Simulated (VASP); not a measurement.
Data:

```
MnO2
1.0
    4.47106     0.00000     0.00000
    0.00000     4.47106     0.00000
    0.00000     0.00000     2.90437
Mn O
2 4
Direct
  0.00000   0.00000   0.00000
  0.50000   0.50000   0.50000
  0.30505   0.30505   0.00000
  0.80505   0.19495   0.50000
  0.19495   0.80505   0.50000
  0.69495   0.69495   0.00000
```
Starting moments (μB, in the order of the record's atoms Mn Mn O O O O): 2.6 -2.6 0.0 0.0 0.0 0.0.

Computed with RPBE GGA, VASP's PBE PAW potentials (set 64) (plane waves; VASP). Run with 520 eV cut-off, 8×8×12 Γ-centred mesh, tetrahedra with Blöchl corrections, potentials Mn_pv O.

The cores are frozen, which limits the accuracy of field gradients.

### Question
Give the principal components of the electric field gradient (V/Å²) and the asymmetry η at each nucleus.

### Answer

```tsv
atom	Vxx	Vyy	Vzz	η
Mn1	7.7	0.1	-7.8	0.97
Mn2	7.7	0.1	-7.8	0.97
O3	69.6	31.1	-100.7	0.38
O4	69.6	31.1	-100.7	0.38
O5	69.6	31.1	-100.7	0.38
O6	69.6	31.1	-100.7	0.38
```

The compound is MnO2 in the rutile structure. It was relaxed first.
